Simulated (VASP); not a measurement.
```
CELL_PARAMETERS angstrom
      0.00000     3.04718     3.04718
      3.04718     0.00000     3.04718
      3.04718     3.04718     0.00000
ATOMIC_POSITIONS crystal
  Cd 0.00000 0.00000 0.00000
  Se 0.25000 0.25000 0.25000
```

Computed with revTPSS meta-GGA, VASP's PBE PAW potentials (set 64) (plane waves; VASP). Numerical set-up: 520 eV cut-off, 8×8×8 Γ-centred mesh, Gaussian smearing of 0.050 eV, potentials Cd Se.

**Question.** Give the stress tensor in GPa (positive for a compressed cell).

**Answer.** 
```
1.56  0.00  0.00
0.00  1.56  0.00
0.00  0.00  1.56
```
The pressure is its mean diagonal, 1.56 GPa.

The compound is CdSe in the zinc blende structure, whereas wurtzite is the usual form. This cell is one point of a volume scan, at 0.97 of the reference volume.
